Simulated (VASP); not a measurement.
These are HSE06 screened hybrid, VASP's PBE PAW potentials (set 64) (plane waves; VASP 6.6.1) values and carry that method's errors.

The input files of a VASP run:

**POSCAR**
```
C36HSi36
10.1276830
  0.4582470468  -0.7937071926   0.0000000000
  0.4582470468   0.7937071926   0.0000000000
  0.0000000000   0.0000000000   1.0000000404
Si C H
36 36 1
Cartesian
  0.9160649793   0.0002640757   0.0000247939
  0.9159970453  -0.0001093225   0.5011898679
  0.1514422205  -0.0885865606   0.7523675894
  0.1521359525   0.0886398572   0.2504221858
  0.6108970417  -0.5291964533   0.9976456485
  0.6097556706  -0.5286784345   0.4999412423
  0.3137338867   0.1712273531   0.7475201746
  0.3046993620   0.3528333118   0.2503711874
  0.7632701565  -0.2645841816   0.0000161874
  0.7634041969  -0.2644918826   0.5011456180
  0.4577008671   0.4416638428   0.7523503649
  0.4580437859   0.6173438524   0.2509584770
  0.6108491525   0.5290187871   0.0000506894
  0.6104928720   0.5291200201   0.5011944856
  0.3059413087  -0.3532295682   0.7512332017
  0.3054503809  -0.1768404829   0.2504468437
  0.3040175207  -0.0005626597   0.0006654643
  0.3049765968   0.0000104811   0.4999153094
  0.4575734335  -0.0779827115   0.7475946946
  0.4578648228   0.0882276280   0.2501444105
  0.4578590755   0.2657455820   0.0006210331
  0.4577070820   0.2645092656   0.4999661134
  0.6018896247   0.1714768592   0.7476758291
  0.6111250932   0.3527614208   0.2504564472
  0.7631565134   0.2644419801   0.9978119135
  0.3056967257  -0.5287741325   0.5000022807
  0.4577451535  -0.6162298974   0.7512147485
  0.4579081028  -0.4409920312   0.2480279924
  0.4579596155  -0.2642768178   0.9977123011
  0.4577952227  -0.2654265337   0.5000156152
  0.6095956236  -0.3532004247   0.7511677383
  0.6105416658  -0.1768455053   0.2504279366
  0.6115013128  -0.0004925656   0.0007008427
  0.6103613526   0.0000156457   0.4999959157
  0.7636897085  -0.0884788176   0.7523892671
  0.7636832992   0.0885104233   0.2504863902
  0.9158475266   0.0000043036   0.8129789155
  0.9161962003  -0.0000598116   0.3132554947
  0.1521357929  -0.0882939723   0.5622974676
  0.1519537697   0.0886756831   0.0620029796
  0.1538910145   0.2636973269   0.8106604360
  0.6101481917  -0.5287844099   0.3119178296
  0.3035196604   0.1771290149   0.5587706871
  0.3046511776   0.3529489129   0.0619400104
  0.7632867369  -0.2644715007   0.8129627475
  0.7635767275  -0.2645004046   0.3132133422
  0.4577703832   0.4410409264   0.5622963279
  0.4579905382   0.6173756176   0.0618361921
  0.6104360362   0.5290993363   0.8129730452
  0.6107239152   0.5291159413   0.3132626208
  0.3050287049  -0.3527930512   0.5612243209
  0.3053398545  -0.1769112622   0.0620276036
  0.3005189147  -0.0025137687   0.8162219386
  0.3049039094  -0.0001320945   0.3120756131
  0.4576459023  -0.0897660613   0.5587991609
  0.4577546808   0.0882321854   0.0611279492
  0.4577416606   0.2694566479   0.8161407264
  0.4578681225   0.2648599005   0.3121290504
  0.6117527156   0.1771785712   0.5588419312
  0.6111585455   0.3528767373   0.0620101574
  0.7617148016   0.2637201647   0.8107821351
  0.3056587550  -0.5288840003   0.3119895063
  0.4577060906  -0.6173238958   0.5611884208
  0.4579215171  -0.4409244846   0.0601759125
  0.4577831791  -0.2626802896   0.8107116968
  0.4579864746  -0.2652108577   0.3119889326
  0.6105579301  -0.3526947785   0.5611496159
  0.6105271032  -0.1768222831   0.0619990134
  0.6145969102  -0.0023744407   0.8161999143
  0.6108482340  -0.0001767126   0.3121253687
  0.7632932913  -0.0882100103   0.5623015144
  0.7636620308   0.0885785062   0.0620378332
  0.4574796791   0.0881497042   0.6904151179
```

INCAR:
```
AEXX = 0.25
ALGO = Normal
EDIFF = 1E-5
ENCUT = 400
GGA = PE
HFSCREEN = 0.2
ISIF = 0
ISMEAR = 0
ISYM = 0
LASPH = .TRUE.
LCHARG = .FALSE.
LHFCALC = .TRUE.
LREAL = Auto
LWAVE = .FALSE.
NELECT = 290.0
NELM = 50
NELMIN = 4
PREC = Normal
PRECFOCK = Fast
SIGMA = 0.05
SYSTEM = C36HSi36
```

**KPOINTS**
```
kpoints
0
Gamma
 1 1 1
```

POTCAR, in this order: Si C H (PBE.64 set). Program: vasp_gam. Read from the step before: WAVECAR.

The run wrote:

### OSZICAR
```
       N       E                     dE             d eps       ncg     rms          rms(c)
DAV:   1    -0.613625007391E+03   -0.61363E+03   -0.11327E+01   364   0.786E+00    0.158E+01
DAV:   2    -0.613701263785E+03   -0.76256E-01   -0.29464E-01   394   0.117E+00    0.114E+01
DAV:   3    -0.613682845586E+03    0.18418E-01   -0.13248E-02   416   0.258E-01    0.672E+00
DAV:   4    -0.613676247404E+03    0.65982E-02   -0.41678E-03   400   0.132E-01    0.387E+00
DAV:   5    -0.613674210219E+03    0.20372E-02   -0.11317E-03   402   0.689E-02    0.220E+00
DAV:   6    -0.613673542531E+03    0.66769E-03   -0.26194E-04   402   0.361E-02    0.126E+00
DAV:   7    -0.613673323339E+03    0.21919E-03   -0.81206E-05   402   0.217E-02    0.716E-01
DAV:   8    -0.613673255436E+03    0.67904E-04   -0.22846E-05   226   0.126E-02    0.414E-01
DAV:   9    -0.613673235522E+03    0.19914E-04   -0.10734E-05   216   0.930E-03    0.234E-01
DAV:  10    -0.613673230793E+03    0.47283E-05   -0.30269E-06   210   0.496E-03
   1 F= -.61367323E+03 E0= -.61367323E+03  d E =-.206132E-13
```

File OUTCAR:
```
------------------------ aborting loop because EDIFF is reached ----------------------------------------
  volume of cell :      755.65
      direct lattice vectors                 reciprocal lattice vectors
     4.640980826 -8.038414841  0.000000000     0.107735847 -0.062201318  0.000000000
     4.640980826  8.038414841  0.000000000     0.107735847  0.062201318  0.000000000
     0.000000000  0.000000000 10.127683410     0.000000000  0.000000000  0.098739263
  FREE ENERGIE OF THE ION-ELECTRON SYSTEM (eV)
  ---------------------------------------------------
  free  energy   TOTEN  =      -613.6732307933 eV

  energy  without entropy=     -613.6732307933  energy(sigma->0) =     -613.67323079

  exchange ACFDT corr.  =         0.00000000  see jH, gK, PRB 81, 115126
```
(Selected blocks of OUTCAR.)

The cell is charged, with a uniform compensating background. The supercell is sampled at Γ alone, which is coarse: total energies, pressure and levels can be off, energies of defects by several tenths of an eV.

The cell is a supercell with a defect, built from SiC (4h): H_i, charge -1. The cell's shape comes from a PBE relaxation. The run is not spin-polarised, so no state with unpaired spins was tried.
